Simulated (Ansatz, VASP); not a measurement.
**BiO5: VASP beside Ansatz**

```xyz
6
Lattice="3.4483 0.0000 0.0000 -1.7241 2.9863 0.0000 0.0000 0.0000 10.9092" Properties=species:S:1:pos:R:3 pbc="T T T"
Bi    1.7241    0.9954    0.0000
O     0.0000    0.0000    9.6493
O     1.7241    0.9954    6.0806
O     0.0000    0.0000    5.4546
O     1.7241    0.9954    4.8285
O     0.0000    0.0000    1.2599
```

Change from the starting cell: species swapped into the LiMg5 type (P-6m2, No. 187).

Alike in both runs: functional PBE; k mesh 12 × 12 × 4; occupations gaussian, width 0.1 eV; no spin polarisation.

Ansatz relaxed the structure, and its values are those at the end. VASP's run is a single point on that final structure, the one shown.

|  | VASP | Ansatz |
| --- | --- | --- |
| version | VASP 6.6.1 | Ansatz 0.2.0 |
| potentials or method | VASP PAW PBE potentials, release 64 (Bi_d, O) | scalar-relativistic, plane waves, PAW |
| plane-wave cutoff (eV) | 520 | 420 |
| valence electrons in the cell | 45 | 45 |

Ansatz gave:

| Property | Result |
| --- | --- |
| gap on the k mesh at the Fermi level (eV) | none |
| pressure (GPa) | 0.0 |
| rms of the force components (eV/Å) | 0.000 |

Problem. What did VASP give for the same quantities?

Solution. gap on the k mesh at the Fermi level (eV): none; pressure (GPa): 0.5; rms of the force components (eV/Å): 0.300.

A gap of «none» marks a metal or a gap that the smearing closes. One of these differences is far larger than is usual between the two programs; its cause wasn't traced.

Caveats: the standard files for N, O and F lose accuracy on very short bonds; spin-orbit coupling is left out, which moves the levels of the heavy elements; an odd number of electrons without spin polarisation forces a metal; a magnetic or distorted state may lie lower.
